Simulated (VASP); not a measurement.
An input for Quantum ESPRESSO's pw.x (written as the equivalent of a VASP run, and not itself run):

```
&CONTROL
  calculation = 'scf'
  pseudo_dir = './pseudo'
  outdir = './out'
  tprnfor = .true.
  tstress = .true.
/
&SYSTEM
  ibrav = 0
  nat = 3
  ntyp = 2
  ecutwfc = 70
  occupations = 'smearing'
  smearing = 'gaussian'
  degauss = 0.000735
  input_dft = 'pz'
/
&ELECTRONS
  conv_thr = 7.3e-06
  electron_maxstep = 100
/
ATOMIC_SPECIES
  Zr 91.224 Zr.upf
  S 32.060 S.upf
CELL_PARAMETERS angstrom
     3.7334620    0.0000000    0.0000000
    -1.8667310    3.2332730    0.0000000
     0.0000000    0.0000000    6.1099480
ATOMIC_POSITIONS crystal
  Zr   0.0000000  0.0000000  0.0000000
  S    0.6666670  0.3333330  0.7620900
  S    0.3333330  0.6666670  0.2379100
K_POINTS automatic
  8 8 8 0 0 0
```

Problem. Write the VASP files for the same calculation (LDA).

Solution. One answer among several that fit: 
**KPOINTS**
```
Automatic
0
Gamma
 8 8 8
0 0 0
```

**INCAR**
```
SYSTEM=ZrS2
PREC=Accurate; ENCUT=210; LREAL=.FALSE.
LASPH=.TRUE.
EDIFF=1E-04; NELM=100; ALGO=Normal
LMAXMIX=4
ISMEAR=0; SIGMA=0.01
ISIF=2
LWAVE=.FALSE.; LCHARG=.FALSE.
```

File POSCAR:
```
ZrS2
3.7334620
  1.0000000000   0.0000000000   0.0000000000
 -0.5000000000   0.8660254209   0.0000000000
  0.0000000000   0.0000000000   1.6365368122
Zr S
1 2
Cartesian
  0.0000000000   0.0000000000   0.0000000000
  0.5000005000   0.2886748516   1.2471883392
 -0.0000005000   0.5773505693   0.3893484730
```

POTCAR, in this order: Zr_sv S (LDA.64 set). Program: vasp_std.

What does not carry over: the potentials are each code's own (VASP's PAW set, PseudoDojo norm-conserving files in pw.x), so ENCUT and ecutwfc are chosen apart and not converted; conv_thr bounds pw.x's estimated SCF error, while EDIFF bounds the energy change between steps.

The structure comes from a computed database's ZrS2 entry; how it stands against other phases isn't given here. The cell was not relaxed at this level. The run is one of a series of settings (EDIFF = 1E-04, ENCUT = 210, GGA removed, KPOINTS 8×8×8 Γ-centred mesh, POTCAR Zr_sv S (LDA.64 set) against the base run), some of them coarse on purpose.
